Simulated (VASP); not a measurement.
Output of a VASP run:

**OUTCAR**
```
 ion  position               nearest neighbor table
   1  0.000  0.000  0.000-
   2  0.500  0.500  0.500-
  LATTYP: Found a face centered cubic cell.
 ALAT       =     5.5479230608
 Subroutine PRICEL returns:
 Original cell was already a primitive cell.
 Subroutine GETGRP returns: Found 48 space group operations
The static configuration has the point symmetry O_h .
The dynamic configuration has the point symmetry O_h .
 Subroutine INISYM returns: Found 48 space group operations
 Subroutine IBZKPT returns following result:
 Found     29 irreducible k-points:

 Following reciprocal coordinates:
            Coordinates               Weight
  0.000000  0.000000  0.000000      1.000000
  0.125000  0.000000  0.000000      8.000000
  0.250000  0.000000  0.000000      8.000000
  0.375000  0.000000  0.000000      8.000000
  0.500000  0.000000  0.000000      4.000000
  0.125000  0.125000  0.000000      6.000000
  0.250000  0.125000  0.000000     24.000000
  0.375000  0.125000  0.000000     24.000000
  0.500000  0.125000  0.000000     24.000000
 -0.375000  0.125000  0.000000     24.000000
 -0.250000  0.125000  0.000000     24.000000
 -0.125000  0.125000  0.000000     12.000000
  0.250000  0.250000  0.000000      6.000000
  0.375000  0.250000  0.000000     24.000000
  0.500000  0.250000  0.000000     24.000000
 -0.375000  0.250000  0.000000     24.000000
 -0.250000  0.250000  0.000000     12.000000
  0.375000  0.375000  0.000000      6.000000
  0.500000  0.375000  0.000000     24.000000
 -0.375000  0.375000  0.000000     12.000000
  0.500000  0.500000  0.000000      3.000000
  0.375000  0.250000  0.125000     24.000000
  0.500000  0.250000  0.125000     48.000000
 -0.375000  0.250000  0.125000     24.000000
  0.500000  0.375000  0.125000     24.000000
 -0.375000  0.375000  0.125000     48.000000
 -0.250000  0.375000  0.125000     24.000000
 -0.375000  0.500000  0.125000     12.000000
 -0.250000  0.500000  0.250000      6.000000
   k-points           NKPTS =     29   k-points in BZ     NKDIM =     29   number of bands    NBANDS=     11
   number of dos      NEDOS =    301   number of ions     NIONS =      2
   total plane-waves  NPLWV =  27000
   dimension x,y,z NGX =    30 NGY =   30 NGZ =   30
   dimension x,y,z NGXF=    60 NGYF=   60 NGZF=   60
   ions per type =               1   1
   PREC   = accura    normal or accurate (medium, high low for compatibility)
   ISTART =      0    job   : 0-new  1-cont  2-samecut
   ICHARG =      2    charge: 1-file 2-atom 10-const
   ISPIN  =      1    spin polarized calculation?
   LNONCOLLINEAR =      F non collinear calculations
   LSORBIT =      F    spin-orbit coupling
   INIWAV =      1    electr: 0-lowe 1-rand  2-diag
   ENCUT  =  520.0 eV  38.22 Ry    6.18 a.u.   7.29  7.29  7.29*2*pi/ulx,y,z
   NELM   =    100;   NELMIN=  2; NELMDL= -5     # of ELM steps
   EDIFF  = 0.1E-06   stopping-criterion for ELM
   LREAL  =      F    real-space projection
   NLSPLINE    = F    spline interpolate recip. space projectors
   LMAXMIX     =    2 max onsite mixed and CHGCAR
   VOSKOWN=      0    Vosko Wilk Nusair interpolation
   EDIFFG = 0.1E-05   stopping-criterion for IOM
   NSW    =      0    number of steps for IOM
   NBLOCK =      1;   KBLOCK =      1    inner block; outer block
   IBRION =     -1    ionic relax: 0-MD 1-quasi-New 2-CG
   NFREE  =      0    steps in history (QN), initial steepest desc. (CG)
   ISIF   =      2    stress and relaxation
   ISYM   =      2    0-nonsym 1-usesym 2-fastsym
   TEIN   =    0.0    initial temperature
   TEBEG  =    0.0;   TEEND  =   0.0 temperature during run
   SMASS  =  -3.00    Nose mass-parameter (am)
   PSTRESS=    0.0 pullay stress
   NELECT =      14.0000    total number of electrons
   EFERMI =   0.00;   METHOD = LEGACY
   ISMEAR =     0;   SIGMA  =   0.05  broadening in eV -4-tet -1-fermi 0-gaus
   IALGO  =     38    algorithm
...
```

File OSZICAR:
```
       N       E                     dE             d eps       ncg     rms          rms(c)
DAV:   1     0.100482388886E+03    0.10048E+03   -0.74732E+03   638   0.131E+03
DAV:   2     0.498759133668E+01   -0.95495E+02   -0.89457E+02   748   0.284E+02
DAV:   3    -0.352784150095E+01   -0.85154E+01   -0.84534E+01   761   0.837E+01
DAV:   4    -0.371466781833E+01   -0.18683E+00   -0.18667E+00   722   0.134E+01
DAV:   5    -0.371863013540E+01   -0.39623E-02   -0.39621E-02   813   0.196E+00    0.230E+00
DAV:   6    -0.344504465171E+01    0.27359E+00   -0.58942E-01   728   0.497E+00    0.158E+00
DAV:   7    -0.341846370323E+01    0.26581E-01   -0.11274E-01   724   0.239E+00    0.125E+00
DAV:   8    -0.341577298267E+01    0.26907E-02   -0.98714E-03   659   0.130E+00    0.205E-01
DAV:   9    -0.341571715931E+01    0.55823E-04   -0.60750E-04   865   0.211E-01    0.760E-02
DAV:  10    -0.341576504184E+01   -0.47883E-04   -0.13131E-04   662   0.163E-01    0.171E-02
DAV:  11    -0.341576609506E+01   -0.10532E-05   -0.58516E-06   764   0.417E-02    0.875E-03
DAV:  12    -0.341576642158E+01   -0.32652E-06   -0.58351E-07   698   0.107E-02    0.409E-03
DAV:  13    -0.341576656440E+01   -0.14283E-06   -0.45213E-08   411   0.256E-03    0.673E-04
DAV:  14    -0.341576657585E+01   -0.11448E-07   -0.80245E-09   370   0.139E-03
   1 F= -.34157666E+01 E0= -.34157666E+01  d E =-.959377E-16
```

OUTCAR:
```
------------------------ aborting loop because EDIFF is reached ----------------------------------------
  FORCE on cell =-STRESS in cart. coord.  units (eV):
  Direction    XX          YY          ZZ          XY          YZ          ZX
  --------------------------------------------------------------------------------------
  Total        0.5419600      0.5419600      0.5419600     -0.0000000      0.0000000      0.0000000
  in kB       20.3397927     20.3397927     20.3397927     -0.0000000      0.0000000      0.0000000
  external PRESSURE =      20.3397927 kB  Pullay stress =       0.0000000 kB
  volume of cell :       42.69
      direct lattice vectors                 reciprocal lattice vectors
     0.000000000  2.773961530  2.773961530    -0.180247633  0.180247633  0.180247633
     2.773961530  0.000000000  2.773961530     0.180247633 -0.180247633  0.180247633
     2.773961530  2.773961530  0.000000000     0.180247633  0.180247633 -0.180247633
  FREE ENERGIE OF THE ION-ELECTRON SYSTEM (eV)
  ---------------------------------------------------
  free  energy   TOTEN  =        -3.4157665759 eV

  energy  without entropy=       -3.4157665759  energy(sigma->0) =       -3.41576658
```
(Selected blocks of OUTCAR.)

POSCAR:
```
NaCl
1
    0.0000000000     2.7739615304     2.7739615304
    2.7739615304     0.0000000000     2.7739615304
    2.7739615304     2.7739615304     0.0000000000
Na Cl
1 1
Direct
  0.0000000000   0.0000000000   0.0000000000
  0.5000000000   0.5000000000   0.5000000000
```

Question: Write an INCAR and KPOINTS that could have produced this output.

Answer: One answer among several that fit: the input of the run itself, vdW-DF2, plane waves, VASP's PBE PAW potentials (set 64).

INCAR:
```
SYSTEM = NaCl
PREC = Accurate; ENCUT = 520; LREAL = .FALSE.
LASPH = .TRUE.
EDIFF = 1E-7; NELM = 100; ALGO = Normal
ISMEAR = 0; SIGMA = 0.05
GGA = ML; LUSE_VDW = .TRUE.; AGGAC = 0.0
ZAB_VDW = -1.8867
ISIF = 2
LWAVE = .FALSE.; LCHARG = .FALSE.
```

KPOINTS:
```
Automatic
0
G
 8 8 8
```

POTCAR, in this order: Na_pv Cl (PBE.64 set). Program: vasp_std.

The compound is NaCl in the rock salt structure. This cell is one point of a volume scan, at 0.94 of the reference volume.
